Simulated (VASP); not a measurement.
Given:

```
CELL_PARAMETERS angstrom
      0.00000     2.51818     2.51818
      2.51818     0.00000     2.51818
      2.51818     2.51818     0.00000
ATOMIC_POSITIONS crystal
  Cu 0.00000 0.00000 0.00000
  Cl 0.25000 0.25000 0.25000
```

Computed with LDA (Ceperley-Alder, Perdew-Zunger), VASP's LDA PAW potentials (set 64) (plane waves; VASP). Settings: 500 eV cut-off, 9×9×9 Γ-centred mesh, Gaussian smearing of 0.050 eV, potentials Cu Cl.

### Question
What does the run give for the energy per atom (σ→0), pressure, band gap (on the k-mesh) with the smallest direct gap where there is one?

### Answer

- band gap (on the k-mesh): 0.92 eV
- smallest direct gap (on the k-mesh): 0.92 eV
- energy per atom (σ→0): -3.852 eV/atom
- pressure: 9.91 GPa

Only differences to runs with the same potentials and settings are physical.

The compound is CuCl in the zinc blende structure. It was relaxed first under an external pressure of 10 GPa.
